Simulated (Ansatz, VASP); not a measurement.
# SiO: VASP beside Ansatz, part 3 of 3

One calculation is typed for both programs; each brings its own data sets. How far apart do they land? Of the first pair: The structure shown is frame 165 of Ansatz's trajectory.

VASP 6.6.1 and Ansatz 0.2.0.

So far. Step 6 (VASP: single point, PBE, pair 2): The run ends at a pressure of -0.54 GPa, with forces up to 8.8 eV/Å.

## 9. VASP: single point, PBE, pair 3

Level of this step: PBE; plane waves and PAW (Si, O) (VASP).

The same cell, functional, mesh and smearing now go to VASP, with its own data sets.

INCAR

```
SYSTEM = SiO
PREC = Accurate
ENCUT = 520
EDIFF = 1E-06
NELM = 120
ISMEAR = -1
SIGMA = 0.1
LREAL = Auto
ALGO = Normal
GGA = PE
NBANDS = 136
LORBIT = 11
LWAVE = .FALSE.
LCHARG = .FALSE.
ISIF = 2
LASPH = .TRUE.
GGA_COMPAT = .FALSE.
EFERMI = MIDGAP
NCORE = 2
```

POSCAR

```
SiO
1.0
    8.9421172301      0.0000000000      0.0000000000
    0.0000000000      8.9421172301      0.0000000000
    0.0000000000      0.0000000000      8.9421172301
Si O
21 21
Direct
    0.5497264097      0.0842228692      0.5270342447
    0.3997920076      0.2892253516      0.3276737404
    0.6240863161      0.0401900345      0.8997481271
    0.7898192138      0.7865278232      0.9829511293
    0.8362288044      0.2416768808      0.2035392685
    0.8539922709      0.9778978518      0.8046034082
    0.6097602905      0.2702496185      0.0455208749
    0.0312704209      0.2399053507      0.9126953964
    0.5796551160      0.6423442963      0.0477242681
    0.6610188446      0.3461012555      0.7575037126
    0.0602422207      0.4708401704      0.6647977036
    0.3706376146      0.7648473873      0.3244309961
    0.4548372489      0.8391476881      0.9132503847
    0.2162558061      0.9851235198      0.8369195804
    0.8536543196      0.6994490051      0.5394294076
    0.8693236769      0.9924988682      0.4180200174
    0.5234028899      0.6359819329      0.6432486683
    0.2894289947      0.5149860913      0.4134885402
    0.0150869192      0.7753841536      0.8518941358
    0.2034853663      0.0285787765      0.4856964954
    0.8619568276      0.4235643419      0.5247095156
    0.9358882001      0.1483386949      0.7937336368
    0.0780739038      0.3929012458      0.8237917051
    0.8515630923      0.0618364740      0.2469495695
    0.2203182926      0.4739237801      0.5789152464
    0.9961518062      0.6514938073      0.6931471418
    0.2799281127      0.1475252153      0.3630728514
    0.5230334025      0.4651268702      0.7025261287
    0.9500817325      0.2967652885      0.0702643439
    0.0193261837      0.0591831617      0.4950678778
    0.2448170767      0.8662382522      0.4351518661
    0.5819986325      0.1724594926      0.7123089349
    0.4655871639      0.6236827204      0.4693013849
    0.2442889020      0.0812638384      0.6657012928
    0.4439335672      0.2743011198      0.1441960519
    0.5516941763      0.2521562782      0.4307195825
    0.7383822902      0.0639441147      0.5169407738
    0.8791114037      0.3425841913      0.3570550372
    0.7223643835      0.7357692625      0.1614087540
    0.4318737834      0.7506809436      0.7351930008
    0.6949585697      0.7137380148      0.6161800229
    0.1819954635      0.1278890380      0.9523459356
```

KPOINTS

```
Automatic mesh
0
Gamma
1 1 1
0 0 0
```

PAW data sets: Si and O (PBE family, release 64).

Command:

```bash
mpirun -np 8 vasp_gam
```

Numbers of over 12 decimals in the logs are rounded to 6 here.

What it wrote:

```text
[... set-up lines as in an earlier step ...]
 entering main loop
       N       E                     dE             d eps       ncg     rms          rms(c)
DAV:   1     0.175541101768E+04    0.17554E+04   -0.11237E+05   272   0.145E+03
DAV:   2    -0.118244038927E+03   -0.18737E+04   -0.17729E+04   336   0.323E+02
DAV:   3    -0.311849664377E+03   -0.19361E+03   -0.19129E+03   320   0.111E+02
DAV:   4    -0.316875782040E+03   -0.50261E+01   -0.50003E+01   320   0.192E+01
[...]
DAV:  15    -0.283016137122E+03   -0.19025E-04   -0.59177E-05   304   0.270E-02    0.168E-02
DAV:  16    -0.283016147578E+03   -0.10456E-04   -0.38250E-05   288   0.193E-02    0.723E-03
DAV:  17    -0.283016148328E+03   -0.74959E-06   -0.36164E-06   264   0.851E-03
   1 F= -.28301615E+03 E0= -.28299863E+03  d E =-.350364E-01
```

Parts of OUTCAR (step 9):

```text
  Total        6.9529684     -9.1002068    -15.6123004     -4.7853775      6.8334768      3.8047584
  in kB       15.5797240    -20.3911053    -34.9829481    -10.7227384     15.3119756      8.5254358
  external PRESSURE =     -13.2647764 kB  Pullay stress =       0.0000000 kB

 POSITION                                       TOTAL-FORCE (eV/Angst)
 -----------------------------------------------------------------------------------
      4.91572      0.75313      4.71280         0.626034      0.492250      0.696467
      3.57499      2.58629      2.93010         0.168332     -1.363933     -0.160216
      5.58065      0.35938      8.04565        -0.749491      0.458184     -1.048096
      7.06266      7.03322      8.78966        -0.539305     -0.018173      1.469416
      7.47766      2.16110      1.82007        -0.946272      0.904621      0.342112
      7.63650      8.74448      7.19486        -0.090825      0.069148     -0.187121
      5.45255      2.41660      0.40705         0.137721      0.298778      0.773354
      0.27962      2.14526      8.16143         2.213620      0.419239      1.811930
      5.18334      5.74392      0.42676         0.373977     -0.023042      0.977433
      5.91091      3.09488      6.77369        -1.183446     -0.429217     -0.959266
      0.53869      4.21031      5.94470         0.611045     -0.142779     -0.739366
      3.31428      6.83936      2.90110        -0.770973      0.017777      0.882300
      4.06721      7.50376      8.16639        -0.991997      0.172704     -1.501521
      1.93378      8.80909      7.48383         1.352112      0.246015     -0.841429
[...]
-----------------------------------------------------------------------------------
    total drift:                               -0.000839      0.009484     -0.003483

  FREE ENERGIE OF THE ION-ELECTRON SYSTEM (eV)
  ---------------------------------------------------
  free  energy   TOTEN  =      -283.0161483280 eV

  energy  without entropy=     -282.9811119156  energy(sigma->0) =     -282.99863012

[... 2 parts as in an earlier step ...]

[... 1 further part left out ...]
[key lines of the parts left out:]
E-fermi :   3.5937
```

The run ends at a pressure of -1.33 GPa, with forces up to 3.7 eV/Å.

## 10. Comparison

Forces on 8 of the 42 atoms, those with the largest forces and the largest differences (eV/Å; atoms numbered as in POSCAR):

| atom | Ansatz x, y, z | VASP x, y, z |
| --- | --- | --- |
| Si8 | 2.176, 0.349, 1.777 | 2.214, 0.419, 1.812 |
| Si15 | 1.062, -0.226, -1.689 | 1.105, -0.214, -1.735 |
| Si17 | 2.672, -0.516, -1.273 | 2.701, -0.513, -1.311 |
| Si20 | 0.314, 3.312, 1.454 | 0.293, 3.351, 1.459 |
| O31 | 0.549, -2.405, -0.714 | 0.581, -2.459, -0.726 |
| O39 | 0.038, -0.148, -1.615 | 0.051, -0.143, -1.527 |
| O40 | -1.014, 1.777, 2.390 | -1.052, 1.835, 2.459 |
| O41 | -2.364, -0.087, 1.321 | -2.397, -0.105, 1.346 |

The forces differ by 28 meV/Å r.m.s., which is 2.9 % of the r.m.s. force of 0.968 eV/Å (both taken over all components).

## 11. Results

```json
{"r.m.s. force difference (single point, PBE, pair 1)": "2.0 % of the r.m.s. force", "r.m.s. force difference (single point, PBE, pair 2)": "1.4 % of the r.m.s. force", "r.m.s. force difference (single point, PBE, pair 3)": "2.9 % of the r.m.s. force"}
```

**Reading.** The r.m.s. force difference is 2.9 % of the r.m.s. force (single point, PBE, pair 3), at about the 3 % picked in this series as the mark of a large difference. 6 further runs of this series are not shown here. Such differences can come from data sets, numerical settings and the points named under the comparisons, not from the functional's error against experiment.

[Lines on the potential files, build, host, timing and source positions are cut from VASP's logs without a mark.]

[Logs are printed without paths, hosts, clocks, repeated set-up lines and the standing remarks that a program may print on its own settings, such as how far it seeks lower states.]

[Hosts, paths, dates, database ids (printed as entryN), source tags and the programs' standing remarks are cut or masked in the printed files.]
